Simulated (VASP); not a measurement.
Here is a VASP 6.6.1 calculation.

INCAR

```
SYSTEM = CaSiS3
PREC     = Accurate       ! precision mode
ENCUT    = 520            ! plane-wave cutoff, eV
EDIFF    = 1E-7           ! SCF threshold, eV
ISMEAR   = 0              ! smearing method
SIGMA    = 0.05           ! smearing width, eV
LREAL    = .False.        ! projectors in reciprocal space
LASPH    = .True.         ! aspherical terms in the spheres
NELM     = 80             ! most SCF steps
ALGO     = Normal         ! electronic algorithm
ISIF     = 2              ! what is computed and relaxed
LWAVE    = .False.        ! write WAVECAR
LCHARG   = .True.         ! write CHGCAR
GGA      = PE             ! functional
LELF     = .True.         ! ELF
LVHAR    = .True.       
NBANDS   = 24             ! bands
```

Contents of KPOINTS:

```
Automatic mesh
0
Gamma
  4 4 4
  0 0 0
```

The input POSCAR:

```
CaSiS3
1.0
    4.5776424092      0.0000000000      0.0000000000
    0.0000000000      4.5776424092      0.0000000000
    0.0000000000      0.0000000000      4.5776424092
Ca Si S
1 1 3
Direct
    0.0000000000      0.0000000000      0.0000000000
    0.5000000000      0.5000000000      0.5000000000
    0.5000000000      0.5000000000      0.0000000000
    0.5000000000      0.0000000000      0.5000000000
    0.0000000000      0.5000000000      0.5000000000
```

Potentials or basis: VASP PAW PBE potentials, release 64 (Ca_sv, Si, S).

Run with:

```console
$ cat potpaw_PBE.64/Ca_sv/POTCAR potpaw_PBE.64/Si/POTCAR potpaw_PBE.64/S/POTCAR > POTCAR
$ mpirun -np 1 vasp_std > vasp.out
```

Question: What does it give for the pressure?

Answer: 2.0 GPa.

Question: What does it give for the band gap on the k mesh?

Answer: None (metal or under the smearing width).
